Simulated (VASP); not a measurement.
A run of VASP 6.6.1:

File INCAR:

```
SYSTEM = Zr4Tl
PREC = Accurate ; ENCUT = 520
EDIFF = 1E-7 ; ISMEAR = 0
SIGMA = 0.1 ; LREAL = .False.
LASPH = .True. ; NELM = 100
ALGO = Normal ; ISIF = 2
LWAVE = .False. ; LCHARG = .False.
GGA = PE ; NBANDS = 38
```

KPOINTS

```
regular mesh
0
Gamma
  4 4 4
  0 0 0
```

Contents of POSCAR:

```
Zr4Tl
1.0
    4.4666545300      0.0000000000      0.0000000000
    0.0000000000      4.4666545300      0.0000000000
    0.0000000000      0.0000000000      4.4666545300
Zr Tl
4 1
Direct
    0.0000000000      0.5000000000      0.5000000000
    0.5000000000      0.5000000000      0.0000000000
    0.5000000000      0.0000000000      0.5000000000
    0.0000000000      0.0000000000      0.0000000000
    0.5000000000      0.5000000000      0.5000000000
```

Potentials or basis: VASP PAW PBE potentials, release 64 (Zr_sv, Tl_d).

Run with:

```sh
$ cat potpaw_PBE.64/Zr_sv/POTCAR potpaw_PBE.64/Tl_d/POTCAR > POTCAR
$ mpirun -np 1 vasp_std > vasp.out
```

Hardware: 1 thread of Intel(R) Xeon(R) Platinum 8488C (Sapphire Rapids) (shared host).

Estimate the wall time of this run.

It took 42 s on 1 thread of Intel(R) Xeon(R) Platinum 8488C (Sapphire Rapids), on a shared host, peak memory 0.21 GiB. Counts: scf iterations 17, k points 10.
